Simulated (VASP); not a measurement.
GaAs:

```
Ga As
1.0
     0.00000    2.87512    2.87512
     2.87512    0.00000    2.87512
     2.87512    2.87512    0.00000
Ga As
1 1
Direct
  0.00000 0.00000 0.00000
  0.25000 0.25000 0.25000
```

Base run:

| Quantity | Value |
| --- | --- |
| Program | VASP 6.6.1 |
| Functional | HSE06 |
| Potentials or basis | VASP PAW PBE potentials, release 64 (Ga_d, As) |
| Cutoff | 520 eV |
| k mesh | 6 × 6 × 6 |
| Occupations | gaussian, width 0.03 eV |
| Spin | no spin polarisation |

Its results: band gap on the k mesh 1.00 eV, direct; pressure -2.5 GPa.

The run is repeated on the same cell with these changes: functional from HSE06 to PBE0. What comes out?

Band gap on the k mesh 1.57 eV, direct; pressure -2.7 GPa.

Caveats: the PAW data sets were made with another functional, which shifts forces and pressure a little.
